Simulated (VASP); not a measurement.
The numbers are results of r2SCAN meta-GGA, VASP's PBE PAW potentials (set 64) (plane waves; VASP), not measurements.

VASP ran on this input.

### INCAR
```
! general
SYSTEM   =  CsI
PREC     =  Accurate
ENCUT    =  480   ! plane-wave cut-off (eV)
LREAL    =  .FALSE.   ! projection in real space or not
LASPH    =  .TRUE.

! electronic loop
EDIFF    =  1E-7   ! SCF stop (eV)
NELM     =  100   ! most electronic steps
ALGO     =  Normal
LMAXMIX  =  4   ! l cut-off of mixed one-centre charges
LMIXTAU  =  .TRUE.

! smearing
ISMEAR   =  0   ! Gaussian
SIGMA    =  0.05

! functional
METAGGA  =  R2SCAN

! ions
IBRION   =  2
NSW      =  30   ! most ionic steps
ISIF     =  2   ! forces and stress, cell fixed
EDIFFG   =  -0.01   ! ionic stop

! output
LWAVE    =  .FALSE.
LCHARG   =  .FALSE.
```

File POSCAR:
```
CsI
1
    4.6119014055     0.0000000000     0.0115297535
    0.0000000000     4.6119014055     0.0000000000
    0.0115297535     0.0000000000     4.6119014055
Cs I
1 1
Direct
  0.0000000000   0.0000000000   0.0000000000
  0.5000000000   0.5000000000   0.5000000000
```

KPOINTS:
```
kpoints
0
Gamma
 6 6 6
0 0 0
```

POTCAR, in this order: Cs_sv I (PBE.64 set). Program: vasp_std.

Problem. Estimate the energy per atom (σ→0).

Solution. 
```yaml
energy per atom (σ→0): -26.563 eV/atom
```

File OSZICAR:
```
...
DAV:  16    -0.531249269829E+02   -0.63113E-03   -0.29581E-04  1324   0.224E-01    0.906E-03
DAV:  17    -0.531250218428E+02   -0.94860E-04   -0.50831E-05  1484   0.903E-02    0.461E-03
DAV:  18    -0.531250495405E+02   -0.27698E-04   -0.15114E-05  1344   0.452E-02    0.286E-03
DAV:  19    -0.531250502500E+02   -0.70944E-06   -0.97546E-07  1604   0.106E-02    0.179E-03
DAV:  20    -0.531250499858E+02    0.26415E-06   -0.23427E-07  1312   0.469E-03    0.990E-04
DAV:  21    -0.531250502303E+02   -0.24445E-06   -0.34575E-07  1380   0.586E-03    0.972E-04
DAV:  22    -0.531250502853E+02   -0.55003E-07   -0.38571E-08   844   0.208E-03
   1 F= -.53125050E+02 E0= -.53125050E+02  d E =-.531251E+02
```

The compound is CsI in the CsCl type structure. This cell was strained or had an atom moved on purpose.
